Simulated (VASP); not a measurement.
These are PBEsol GGA, VASP's PBE PAW potentials (set 64) (plane waves; VASP) values and carry that method's errors.

VASP ran on this input.

**INCAR**
```
! general
SYSTEM =GaN
PREC   =Accurate
ENCUT  =620
LREAL  =F
LASPH  =T

! electronic loop
EDIFF  =1E-6
NELM   =100
ALGO   =Normal
LMAXMIX=4

! smearing
ISMEAR =0
SIGMA  =0.05

! functional
GGA    =PS

! ions
IBRION =2
NSW    =40
ISIF   =3
EDIFFG =-0.02

! output
LWAVE  =F
LCHARG =F
```

### POSCAR
```
GaN
1.0
  0.0000000000   2.2476657332   2.2476657332
  2.2476657332   0.0000000000   2.2476657332
  2.2476657332   2.2476657332   0.0000000000
Ga N
1 1
Cartesian
  0.0000000000   0.0000000000   0.0000000000
  1.1238328666   1.1238328666   1.1238328666
```

**KPOINTS**
```
Automatic mesh
0
Gamma
10 10 10
```

POTCAR, in this order: Ga_d N (PBE.64 set). Program: vasp_std.

The run wrote:

OUTCAR:
```
 ion  position               nearest neighbor table
   1  0.000  0.000  0.000-   2 1.95   2 1.95   2 1.95   2 1.95
   2  0.250  0.250  0.250-   1 1.95   1 1.95   1 1.95   1 1.95
  LATTYP: Found a face centered cubic cell.
 ALAT       =     4.4953314664
 Subroutine PRICEL returns:
 Original cell was already a primitive cell.
 Subroutine GETGRP returns: Found 24 space group operations
The static configuration has the point symmetry T_d .
The dynamic configuration has the point symmetry T_d .
 Subroutine INISYM returns: Found 24 space group operations
 Subroutine IBZKPT returns following result:
 Found     47 irreducible k-points:

 Following reciprocal coordinates:
            Coordinates               Weight
  0.000000  0.000000  0.000000      1.000000
  0.100000  0.000000  0.000000      8.000000
  0.200000  0.000000  0.000000      8.000000
  0.300000  0.000000  0.000000      8.000000
  0.400000  0.000000  0.000000      8.000000
  0.500000  0.000000  0.000000      4.000000
  0.100000  0.100000  0.000000      6.000000
  0.200000  0.100000  0.000000     24.000000
  0.300000  0.100000  0.000000     24.000000
  0.400000  0.100000  0.000000     24.000000
  0.500000  0.100000  0.000000     24.000000
 -0.400000  0.100000  0.000000     24.000000
 -0.300000  0.100000  0.000000     24.000000
 -0.200000  0.100000  0.000000     24.000000
 -0.100000  0.100000  0.000000     12.000000
  0.200000  0.200000  0.000000      6.000000
  0.300000  0.200000  0.000000     24.000000
  0.400000  0.200000  0.000000     24.000000
  0.500000  0.200000  0.000000     24.000000
 -0.400000  0.200000  0.000000     24.000000
 -0.300000  0.200000  0.000000     24.000000
 -0.200000  0.200000  0.000000     12.000000
  0.300000  0.300000  0.000000      6.000000
  0.400000  0.300000  0.000000     24.000000
...
```

**OSZICAR**
```
       N       E                     dE             d eps       ncg     rms          rms(c)
DAV:   1     0.951567919772E+02    0.95157E+02   -0.10730E+04  1323   0.274E+03
DAV:   2    -0.684713063896E+01   -0.10200E+03   -0.95740E+02  1397   0.395E+02
DAV:   3    -0.148086637806E+02   -0.79615E+01   -0.79086E+01  1402   0.979E+01
DAV:   4    -0.149434025190E+02   -0.13474E+00   -0.13465E+00  1439   0.139E+01
DAV:   5    -0.149454112679E+02   -0.20087E-02   -0.20087E-02  1355   0.152E+00    0.721E+00
DAV:   6    -0.131544432514E+02    0.17910E+01   -0.51679E+00  1888   0.492E+01    0.263E+00
DAV:   7    -0.131459502533E+02    0.84930E-02   -0.31929E-01  1227   0.731E+00    0.169E+00
DAV:   8    -0.131290820158E+02    0.16868E-01   -0.63301E-02  1462   0.372E+00    0.683E-01
DAV:   9    -0.131250347505E+02    0.40473E-02   -0.18297E-02  1883   0.335E+00    0.162E-01
DAV:  10    -0.131251331777E+02   -0.98427E-04   -0.14805E-03  1456   0.652E-01    0.641E-02
DAV:  11    -0.131251086694E+02    0.24508E-04   -0.15703E-04  1818   0.239E-01    0.105E-02
DAV:  12    -0.131251105336E+02   -0.18641E-05   -0.12256E-05  1390   0.526E-02    0.339E-03
DAV:  13    -0.131251104245E+02    0.10904E-06   -0.47022E-07   681   0.805E-03
   1 F= -.13125110E+02 E0= -.13125110E+02  d E =-.131251E+02
```

File OUTCAR:
```
------------------------ aborting loop because EDIFF is reached ----------------------------------------
  FORCE on cell =-STRESS in cart. coord.  units (eV):
  Direction    XX          YY          ZZ          XY          YZ          ZX
  --------------------------------------------------------------------------------------
  Total       -0.0133522     -0.0133522     -0.0133522      0.0000000      0.0000000      0.0000000
  in kB       -0.9419718     -0.9419718     -0.9419718      0.0000000      0.0000000      0.0000000
  external PRESSURE =      -0.9419718 kB  Pullay stress =       0.0000000 kB
  volume of cell :       22.71
      direct lattice vectors                 reciprocal lattice vectors
     0.000000000  2.247665733  2.247665733    -0.222453007  0.222453007  0.222453007
     2.247665733  0.000000000  2.247665733     0.222453007 -0.222453007  0.222453007
     2.247665733  2.247665733  0.000000000     0.222453007  0.222453007 -0.222453007
  FREE ENERGIE OF THE ION-ELECTRON SYSTEM (eV)
  ---------------------------------------------------
  free  energy   TOTEN  =       -13.1251104245 eV

  energy  without entropy=      -13.1251104245  energy(sigma->0) =      -13.12511042

 reached required accuracy - stopping structural energy minimisation
```
(Selected blocks of OUTCAR.)

The compound is GaN in the zinc blende structure, a metastable form; wurtzite is the usual one. It was relaxed first.
